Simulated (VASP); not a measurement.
# RbLi (P4/nmm) in VASP: reference runs

How does RbLi come out in PBE? The cell is run as given.

All numbers are computed with VASP 6.6.1; they aren't measurements. Logs are shortened: lines on timing, memory, paths and dates and some standing lists are left out, and cuts for length are marked.

**1. The structure**

Symmetry: P4/nmm, No. 129, tetragonal system. Conventional cell: a = 5.395 Å, b = 5.395 Å, c = 4.136 Å, α = 90.00°, β = 90.00°, γ = 90.00°. Rb (site symmetry 4mm) has 4 Li at 2.99 Å as nearest neighbours. Around Li (site symmetry -4m2) lie 4 Rb at 2.99 Å.

The cell was built by a generator and needn't be a form met in nature.

**2. Single point, PBE**

INCAR reads:

```
SYSTEM = RbLi
PREC     = Accurate       ! precision mode
ENCUT    = 520            ! plane-wave cutoff, eV
EDIFF    = 1E-7           ! SCF threshold, eV
ISMEAR   = -1             ! smearing method
SIGMA    = 0.05           ! smearing width, eV
LREAL    = .False.        ! projectors in reciprocal space
LASPH    = .True.         ! aspherical terms in the spheres
NELM     = 80             ! most SCF steps
ALGO     = Normal         ! electronic algorithm
ISIF     = 2              ! what is computed and relaxed
LWAVE    = .False.        ! write WAVECAR
LCHARG   = .True.         ! write CHGCAR
GGA      = PE             ! functional
LELF     = .True.         ! ELF
LVHAR    = .True.       
NBANDS   = 20             ! bands
```

KPOINTS reads:

```
regular mesh
0
Gamma
  5 5 7
  0 0 0
```

POSCAR reads:

```
RbLi
1.0
    5.3948953300      0.0000000000      0.0000000000
    0.0000000000      5.3948953300      0.0000000000
    0.0000000000      0.0000000000      4.1355754800
Rb Li
2 2
Direct
    0.0000000000      0.5000000000      0.1877594300
    0.5000000000      0.0000000000      0.8122405700
    0.0000000000      0.0000000000      0.5000000000
    0.5000000000      0.5000000000      0.5000000000
```

Potentials or basis: VASP PAW PBE potentials, release 64 (Rb_sv, Li_sv).

Run with:

```
cat potpaw_PBE.64/Rb_sv/POTCAR potpaw_PBE.64/Li_sv/POTCAR > POTCAR
mpirun -np 1 vasp_std > vasp.out
```

OUTCAR:

```text
SYSTEM = RbLi
   PREC = Accurate
   ENCUT = 520
   EDIFF = 1E-7
   ISMEAR = -1
   LREAL = .False.
   LASPH = .True.
   NELM = 80
   ISIF = 2
   GGA = PE

 ion  position               nearest neighbor table
   1  0.000  0.500  0.188-   3 2.99   4 2.99   3 2.99   4 2.99   3 3.92   3 3.92   4 3.92   4 3.92
                             2 4.12   2 4.12   2 4.12   2 4.12   2 4.61   2 4.61   2 4.61   2 4.61
   2  0.500  0.000  0.812-   3 2.99   4 2.99   4 2.99   3 2.99   4 3.92   3 3.92   3 3.92   4 3.92
                             1 4.12   1 4.12   1 4.12   1 4.12   1 4.61   1 4.61   1 4.61   1 4.61
   3  0.000  0.000  0.500-   1 2.99   2 2.99   1 2.99   2 2.99   1 3.92   1 3.92   2 3.92   2 3.92

   4  0.500  0.500  0.500-   1 2.99   2 2.99   2 2.99   1 2.99   1 3.92   2 3.92   1 3.92   2 3.92

  LATTYP: Found a simple tetragonal cell.
 ALAT       =     5.3948953300
 C/A-ratio  =     0.7665719587

  Lattice vectors:

 A1 = (   5.3948953300,   0.0000000000,   0.0000000000)
 A2 = (   0.0000000000,   5.3948953300,   0.0000000000)
 A3 = (   0.0000000000,   0.0000000000,   4.1355754800)

Analysis of symmetry for initial positions (statically):
=====================================================================
 Subroutine PRICEL returns:
 Original cell was already a primitive cell.

 Routine SETGRP: Setting up the symmetry group for a
 simple tetragonal supercell.

 Subroutine GETGRP returns: Found 16 space group operations
 (whereof  8 operations were pure point group operations)
 out of a pool of 16 trial point group operations.

The static configuration has the point symmetry D_2d.
 The point group associated with its full space group is D_4h.

Analysis of symmetry for dynamics (positions and initial velocities):
=====================================================================
 Subroutine PRICEL returns:
 Original cell was already a primitive cell.

 Routine SETGRP: Setting up the symmetry group for a
 simple tetragonal supercell.

 Subroutine GETGRP returns: Found 16 space group operations
 (whereof  8 operations were pure point group operations)
 out of a pool of 16 trial point group operations.

The dynamic configuration has the point symmetry D_2d.
 The point group associated with its full space group is D_4h.

 Subroutine INISYM returns: Found 16 space group operations
 (whereof  8 operations are pure point group operations),
 and found     1 'primitive' translations

----------------------------------------------------------------------------------------

                                     Primitive cell

  volume of cell :     120.3655

  direct lattice vectors                    reciprocal lattice vectors
     5.394895330  0.000000000  0.000000000     0.185360408  0.000000000  0.000000000
     0.000000000  5.394895330  0.000000000     0.000000000  0.185360408  0.000000000
     0.000000000  0.000000000  4.135575480     0.000000000  0.000000000  0.241804316

  length of vectors
     5.394895330  5.394895330  4.135575480     0.185360408  0.185360408  0.241804316

  position of ions in fractional coordinates (direct lattice)
     0.000000000  0.500000000  0.187759430
     0.500000000  0.000000000  0.812240570
     0.000000000  0.000000000  0.500000000
     0.500000000  0.500000000  0.500000000

  ion indices of the primitive-cell ions
   primitive index   ion index
                 1           1
                 2           2
                 3           3
                 4           4

----------------------------------------------------------------------------------------

 KPOINTS: regular mesh

Automatic generation of k-mesh.
 Grid dimensions read from file:
 generate k-points for:    5    5    7

 Generating k-lattice:

  Cartesian coordinates                     Fractional coordinates (reciprocal lattice)
     0.037072082  0.000000000  0.000000000     0.200000000  0.000000000  0.000000000
     0.000000000  0.037072082  0.000000000     0.000000000  0.200000000  0.000000000
     0.000000000  0.000000000  0.034543474     0.000000000  0.000000000  0.142857143

  Length of vectors
     0.037072082  0.037072082  0.034543474

  Shift w.r.t. Gamma in fractional coordinates (k-lattice)
     0.000000000  0.000000000  0.000000000

 Subroutine IBZKPT returns following result:
 ===========================================

 Found     24 irreducible k-points:

 Following reciprocal coordinates:
            Coordinates               Weight
  0.000000  0.000000  0.000000      1.000000
  0.200000  0.000000  0.000000      4.000000
  0.400000  0.000000  0.000000      4.000000
  0.200000  0.200000  0.000000      4.000000
  0.400000  0.200000  0.000000      8.000000
  0.400000  0.400000  0.000000      4.000000
[... 16 lines left out ...]
  0.400000  0.200000  0.428571     16.000000
  0.400000  0.400000  0.428571      8.000000
   k-points           NKPTS =     24   k-points in BZ     NKDIM =     24   number of bands    NBANDS=     20
   number of dos      NEDOS =    301   number of ions     NIONS =      4
   total plane-waves  NPLWV =  51200
   dimension x,y,z NGX =    40 NGY =   40 NGZ =   32
   dimension x,y,z NGXF=    80 NGYF=   80 NGZF=   64
   ions per type =               2   2
   NGX,Y,Z   is equivalent  to a cutoff of  12.33, 12.33, 12.86 a.u.
   NGXF,Y,Z  is equivalent  to a cutoff of  24.65, 24.65, 25.73 a.u.
 SYSTEM =  RbLi
   PREC   = accura    normal or accurate (medium, high low for compatibility)
   ISTART =      0    job   : 0-new  1-cont  2-samecut
   ICHARG =      2    charge: 1-file 2-atom 10-const
   ISPIN  =      1    spin polarized calculation?
   LNONCOLLINEAR =      F non collinear calculations
   LSORBIT =      F    spin-orbit coupling
   LASPH  =      T    aspherical Exc in radial PAW
   ENCUT  =  520.0 eV  38.22 Ry    6.18 a.u.  10.03 10.03  7.69*2*pi/ulx,y,z
   NELM   =     80;   NELMIN=  2; NELMDL= -5     # of ELM steps
   EDIFF  = 0.1E-06   stopping-criterion for ELM
   LREAL  =      F    real-space projection
   EDIFFG = 0.1E-05   stopping-criterion for IOM
   NSW    =      0    number of steps for IOM
   IBRION =     -1    ionic relax: 0-MD 1-quasi-New 2-CG
   NFREE  =      0    steps in history (QN), initial steepest desc. (CG)
   ISIF   =      2    stress and relaxation
   ISYM   =      2    0-nonsym 1-usesym 2-fastsym
   POTIM  = 0.5000    time-step for ionic-motion
   TEBEG  =    0.0;   TEEND  =   0.0 temperature during run
   PSTRESS=    0.0 pullay stress
   NELECT =      24.0000    total number of electrons
   NUPDOWN=      -1.0000    fix difference up-down
   EMIN   =  10.00;   EMAX   =-10.00  energy-range for DOS
   EFERMI =   0.00;   METHOD = LEGACY
   ISMEAR =    -1;   SIGMA  =   0.05  broadening in eV -4-tet -1-fermi 0-gaus
   EFERMI_NEDOS =   21; number of points for ismear=-14 and -15
   IALGO  =     38    algorithm
   IMIX   =      4    mixing-type and parameters
     AMIX     =   0.40;   BMIX     =  1.00
     AMIX_MAG =   1.60;   BMIX_MAG =  1.00
  volume/ion in A,a.u.               =      30.09       203.07
  Fermi-wavevector in a.u.,A,eV,Ry     =   0.956411  1.807355 12.445549  0.914722
  Thomas-Fermi vector in A             =   2.085337
   LORBIT       =      0    0 simple, 1 ext, 2 COOP (PROOUT), +10 PAW based schemes
   GGA     = PE    functional components
   LHFCALC =     F    Hartree Fock is set to
   AEXX    =    0.0000 exact exchange contribution
   IVDW    =     0    specifies the selected vdW correction
   LEPSILON=     F    determine dielectric tensor
   LRPA    =     F    only Hartree local field effects (RPA)
 non-spin polarized calculation
  energy-cutoff  :      520.00
  volume of cell :      120.37
 maximum number of plane-waves:      3260
   NGX = 21   NGY = 21   NGZ = 15

 number of electron      24.0000001 magnetization

 Free energy of the ion-electron system (eV)
  ---------------------------------------------------
  ext. energy  EPLUGINS =         0.00000000
  ---------------------------------------------------
  free energy    TOTEN  =        -2.67681538 eV

  energy without entropy =       -2.65552165  energy(sigma->0) =       -2.66616852

 E-fermi :   2.1022     XC(G=0):  -7.6350

 val. band max:        2.0978629993   @ k =   0.4000   0.4000   0.1429
 cond. band min:       2.1061694301   @ k =   0.2000   0.2000   0.2857
 fundamental gap:      0.0083064308
 Fermi energy:         2.1021593735

 k-point     1 :       0.0000    0.0000    0.0000
  band No.  band energies     occupation
      1     -45.8332      2.00000
      2     -45.8324      2.00000
      3     -26.3129      2.00000
      4     -26.2616      2.00000
      5     -10.6951      2.00000
      6     -10.6951      2.00000
[... 12 lines left out ...]
     19       6.9840      0.00000
     20       6.9841      0.00000

 k-point     2 :       0.2000    0.0000    0.0000
  band No.  band energies     occupation
      1     -45.8332      2.00000
      2     -45.8324      2.00000
      3     -26.3080      2.00000
      4     -26.2665      2.00000
      5     -10.6738      2.00000
      6     -10.6618      2.00000
[... 12 lines left out ...]
     19       6.7728      0.00000
     20       7.0585      0.00000

 k-point     3 :       0.4000    0.0000    0.0000
  band No.  band energies     occupation
      1     -45.8330      2.00000
      2     -45.8327      2.00000
      3     -26.2951      2.00000
      4     -26.2792      2.00000
      5     -10.6078      2.00000
      6     -10.5742      2.00000
[... 12 lines left out ...]
     19       6.8925      0.00000
     20       7.1043      0.00000

 k-point     4 :       0.2000    0.2000    0.0000
  band No.  band energies     occupation
      1     -45.8331      2.00000
      2     -45.8325      2.00000
      3     -26.3039      2.00000
      4     -26.2704      2.00000
      5     -10.7232      2.00000
      6     -10.5676      2.00000
[... 12 lines left out ...]
     19       6.9491      0.00000
     20       7.0008      0.00000

 k-point     5 :       0.4000    0.2000    0.0000
  band No.  band energies     occupation
      1     -45.8329      2.00000
      2     -45.8327      2.00000
      3     -26.2935      2.00000
      4     -26.2806      2.00000
      5     -10.7115      2.00000
      6     -10.6293      2.00000
[... 12 lines left out ...]
     19       6.7184      0.00000
     20       6.7253      0.00000

 k-point     6 :       0.4000    0.4000    0.0000
  band No.  band energies     occupation
      1     -45.8328      2.00000
      2     -45.8327      2.00000
      3     -26.2893      2.00000
      4     -26.2844      2.00000
      5     -10.7679      2.00000
      6     -10.7374      2.00000
[... 12 lines left out ...]
     19       6.4016      0.00000
     20       6.4853      0.00000

 k-point     7 :       0.0000    0.0000    0.1429
  band No.  band energies     occupation
      1     -45.8332      2.00000
      2     -45.8323      2.00000
      3     -26.3076      2.00000
      4     -26.2596      2.00000
      5     -10.6725      2.00000
      6     -10.6725      2.00000
[... 12 lines left out ...]
     19       5.9546      0.00000
     20       6.2016      0.00000
[... 277 lines left out ...]
 k-point    20 :       0.2000    0.0000    0.4286
  band No.  band energies     occupation
      1     -45.8330      2.00000
      2     -45.8324      2.00000
      3     -26.2812      2.00000
      4     -26.2561      2.00000
      5     -10.7065      2.00000
      6     -10.6412      2.00000
[... 12 lines left out ...]
     19       6.3023      0.00000
     20       7.6951      0.00000

 k-point    21 :       0.4000    0.0000    0.4286
  band No.  band energies     occupation
      1     -45.8328      2.00000
      2     -45.8326      2.00000
      3     -26.2733      2.00000
      4     -26.2637      2.00000
      5     -10.7373      2.00000
      6     -10.7113      2.00000
[... 12 lines left out ...]
     19       6.4379      0.00000
     20       7.0643      0.00000

 k-point    22 :       0.2000    0.2000    0.4286
  band No.  band energies     occupation
      1     -45.8330      2.00000
      2     -45.8324      2.00000
      3     -26.2787      2.00000
      4     -26.2584      2.00000
      5     -10.7003      2.00000
      6     -10.6668      2.00000
[... 12 lines left out ...]
     19       6.3420      0.00000
     20       6.9509      0.00000

 k-point    23 :       0.4000    0.2000    0.4286
  band No.  band energies     occupation
      1     -45.8328      2.00000
      2     -45.8326      2.00000
      3     -26.2723      2.00000
      4     -26.2645      2.00000
      5     -10.7108      2.00000
      6     -10.7048      2.00000
[... 12 lines left out ...]
     19       6.4730      0.00000
     20       6.6859      0.00000

 k-point    24 :       0.4000    0.4000    0.4286
  band No.  band energies     occupation
      1     -45.8327      2.00000
      2     -45.8327      2.00000
      3     -26.2697      2.00000
      4     -26.2667      2.00000
      5     -10.6816      2.00000
      6     -10.6485      2.00000
[... 12 lines left out ...]
     19       6.1956      0.00000
     20       6.5419      0.00000

------------------------ aborting loop because EDIFF is reached ----------------------------------------

  FORCE on cell =-STRESS in cart. coord.  units (eV):
  Direction    XX          YY          ZZ          XY          YZ          ZX
  --------------------------------------------------------------------------------------
  -------------------------------------------------------------------------------------
  Total        7.1195461      7.1195461      4.3149088      0.0000000      0.0000000      0.0000000
  in kB       94.7678206     94.7678206     57.4354735      0.0000000      0.0000000      0.0000000
  external PRESSURE =      82.3237049 kB  Pullay stress =       0.0000000 kB

 VOLUME and BASIS-vectors are now :
 -----------------------------------------------------------------------------
  energy-cutoff  :      520.00
  volume of cell :      120.37
      direct lattice vectors                 reciprocal lattice vectors
     5.394895330  0.000000000  0.000000000     0.185360408  0.000000000  0.000000000
     0.000000000  5.394895330  0.000000000     0.000000000  0.185360408  0.000000000
     0.000000000  0.000000000  4.135575480     0.000000000  0.000000000  0.241804316

 POSITION                                       TOTAL-FORCE (eV/Angst)
 -----------------------------------------------------------------------------------
      0.00000      2.69745      0.77649         0.000000      0.000000     -0.805124
      2.69745      0.00000      3.35908         0.000000     -0.000000      0.805124
      0.00000      0.00000      2.06779         0.000000      0.000000      0.000000
      2.69745      2.69745      2.06779         0.000000     -0.000000      0.000000
 -----------------------------------------------------------------------------------
    total drift:                                0.000000      0.000000      0.000000

  FREE ENERGIE OF THE ION-ELECTRON SYSTEM (eV)
  ---------------------------------------------------
  free  energy   TOTEN  =        -2.6768153812 eV

  energy  without entropy=       -2.6555216549  energy(sigma->0) =       -2.66616852
```

Run time: 27 s. Hardware: 1 thread of Intel Xeon 6975P-C (Granite Rapids), shared host; peak memory 0.23 GiB.

Results:

```
Free energy            : -2.6768 eV
Largest force          : 0.805 eV/Å
Band gap on the k mesh : none (metal or under the smearing width)
```

Forces in eV/Å, atoms in the order of the input:
```
Rb   0.000  0.000 -0.805
Rb   0.000  0.000  0.805
Li   0.000  0.000  0.000
Li   0.000  0.000  0.000
```

Levels at points of the mesh, in eV from the Fermi level:
| k point | band 10 | band 11 | band 12 | band 13 | band 14 | band 15 |
| --- | --- | --- | --- | --- | --- | --- |
| (0.00, 0.00, 0.00) | -12.34 | -3.28 | -0.26 | 0.73 | 1.40 | 1.40 |

Caveat: the cutoff is under 1.25 times the usual one of these potentials, so pressure, stress and relaxed cells hold a basis-set (Pulay) error.
